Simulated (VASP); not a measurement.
Consider the following.

```yaml
crystal:
  lattice:
    - [2.76856, 0.00000, 0.00000]
    - [0.00000, 2.76856, 0.00000]
    - [0.00000, 0.00000, 26.72814]
  atoms:
    - { symbol: Pt, position: [0.00000, 0.50000, 0.31859] }
    - { symbol: Pt, position: [0.50000, 0.00000, 0.39002] }
    - { symbol: Pt, position: [0.00000, 0.50000, 0.46322] }
    - { symbol: Pt, position: [0.50000, 0.00000, 0.53678] }
    - { symbol: Pt, position: [0.00000, 0.50000, 0.60998] }
    - { symbol: Pt, position: [0.50000, 0.00000, 0.68141] }
```

All values below come from PBEsol GGA, VASP's PBE PAW potentials (set 64) (plane waves; VASP). Run with PREC = Normal, 400 eV cut-off, 10×10×1 Γ-centred mesh, first-order Methfessel-Paxton smearing of 0.10 eV, potentials Pt.

Unless said otherwise, spin-orbit coupling is left out, though it shifts the bands of the heavy elements here.

Problem. Estimate the energy per atom (σ→0), band gap (on the k-mesh) with the smallest direct gap where there is one.

Solution. 
```yaml
band gap (on the k-mesh): none (metal, semimetal or under 0.01 eV)
energy per atom (σ→0): -6.603 eV/atom
```

The absolute energy has meaning only against runs of the same code, potentials and settings.

The cell is a thin slab with vacuum, built from Pt (fcc): (100) face.
